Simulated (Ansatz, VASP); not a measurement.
# NbIn2Se3: VASP beside Ansatz

```
CELL_PARAMETERS angstrom
3.68172 0.00000 0.00000
-1.84086 3.18846 0.00000
0.00000 0.00000 12.03366
ATOMIC_POSITIONS crystal
Nb 0.00000 0.00000 0.00000
In 0.66667 0.33333 0.66229
In 0.66667 0.33333 0.33771
Se 0.33333 0.66667 0.86794
Se 0.33333 0.66667 0.13206
Se 0.00000 0.00000 0.50000
```

Alike in both runs: functional PBE; k mesh 4 × 4 × 1; occupations gaussian, width 0.15 eV; no spin polarisation.

Ansatz relaxed the structure, and its values are those at the end. VASP's run is a single point on that final structure, the one shown.

|  | VASP | Ansatz |
| --- | --- | --- |
| version | VASP 6.6.1 | Ansatz 0.2.0 |
| potentials or method | VASP PAW PBE potentials, release 64 (Nb_sv, In_d, Se) | scalar-relativistic, plane waves, PAW |
| plane-wave cutoff (eV) | 520 | 420 |
| valence electrons in the cell | 57 | 87 |

|  | VASP | Ansatz | Ansatz less VASP |
| --- | --- | --- | --- |
| gap on the k mesh at the Fermi level (eV) | none | none | - |
| pressure (GPa) | 0.0 | 0.0 | +0.02 |
| rms of the force components (eV/Å) | 0.011 | 0.009 | -0.0015 |

A gap of «none» marks a metal or a gap that the smearing closes. The two sets of potentials don't hold the same shells in valence.

Caveats: the k mesh is coarse (spacing up to 0.52 Å⁻¹), so the values aren't converged.
